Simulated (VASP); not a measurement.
OSZICAR of a VASP run on KZnF3 (cubic perovskite):

OSZICAR:
```
       N       E                     dE             d eps       ncg     rms          rms(c)
DAV:   1     0.447900896925E+03    0.44790E+03   -0.22791E+04   500   0.205E+03
DAV:   2     0.951545054849E+01   -0.43839E+03   -0.42581E+03   612   0.504E+02
DAV:   3    -0.243413599775E+02   -0.33857E+02   -0.33726E+02   601   0.150E+02
DAV:   4    -0.251170518193E+02   -0.77569E+00   -0.77481E+00   800   0.217E+01
DAV:   5    -0.251246626897E+02   -0.76109E-02   -0.76058E-02   679   0.177E+00    0.126E+01
DAV:   6    -0.231261121918E+02    0.19986E+01   -0.74055E+00   749   0.395E+01    0.835E+00
DAV:   7    -0.231484354761E+02   -0.22323E-01   -0.12740E+00   520   0.801E+00    0.518E+00
DAV:   8    -0.231383163177E+02    0.10119E-01   -0.50334E-01   679   0.141E+01    0.151E+00
DAV:   9    -0.231116380064E+02    0.26678E-01   -0.68800E-02   744   0.733E+00    0.706E-01
DAV:  10    -0.231056271626E+02    0.60108E-02   -0.85801E-02   726   0.744E+00    0.247E-01
DAV:  11    -0.231054407882E+02    0.18637E-03   -0.11447E-02   664   0.123E+00    0.994E-02
DAV:  12    -0.231055280634E+02   -0.87275E-04   -0.46185E-04   552   0.234E-01    0.982E-02
DAV:  13    -0.231053774095E+02    0.15065E-03   -0.88228E-04   766   0.103E+00    0.266E-02
DAV:  14    -0.231053805157E+02   -0.31062E-05   -0.17475E-04   688   0.203E-01    0.891E-03
DAV:  15    -0.231053798144E+02    0.70127E-06   -0.68948E-06   768   0.558E-02    0.373E-03
DAV:  16    -0.231053797895E+02    0.24948E-07   -0.29119E-06   560   0.142E-02    0.728E-04
DAV:  17    -0.231053797836E+02    0.58408E-08   -0.60558E-08   599   0.887E-03
   1 F= -.23105380E+02 E0= -.23105380E+02  d E =-.231054E+02
```

Question: Which electronic solver shows in the log?

Answer: It is blocked Davidson (ALGO = Normal, or the opening steps of other solvers). The INCAR had ALGO = Normal.

Question: Can the final energy be trusted as converged?

Answer: The run converged. It stopped with EDIFF = 1E-8, NELM = 100, NSW = 30 and EDIFFG = -0.001 after 1 ionic step (LDA (Ceperley-Alder, Perdew-Zunger), plane waves, VASP's LDA PAW potentials (set 64)).

The compound is KZnF3 in the cubic perovskite structure. It was relaxed first, which changed the volume by -5 %. The start is the result of an earlier pass.
